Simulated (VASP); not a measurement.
Input:

```yaml
crystal:
  lattice:
    - [0.00000, 1.80375, 1.80375]
    - [1.80375, 0.00000, 1.80375]
    - [1.80375, 1.80375, 0.00000]
  atoms:
    - { symbol: B, position: [0.00000, 0.00000, 0.00000] }
    - { symbol: N, position: [0.75000, 0.75000, 0.75000] }
```

Computed with PBEsol GGA, VASP's PBE PAW potentials (set 64) (plane waves; VASP). Run with PREC = Normal, EDIFF = 1E-5, 450 eV cut-off, 14×14×14 Γ-centred mesh, Gaussian smearing of 0.050 eV, potentials B N.

Q: What does the run give for the energy per atom (σ→0), band gap (on the k-mesh) with the smallest direct gap where there is one?

A: 
```
Quantity                                     Result
-----------------------------------  --------------
band gap (on the k-mesh)                    4.29 eV
smallest direct gap (on the k-mesh)         8.79 eV
energy per atom (σ→0)                -9.175 eV/atom
```

Total energies compare only between runs with the same potentials, cut-off and functional.

The compound is BN in the zinc blende structure. It was relaxed first.
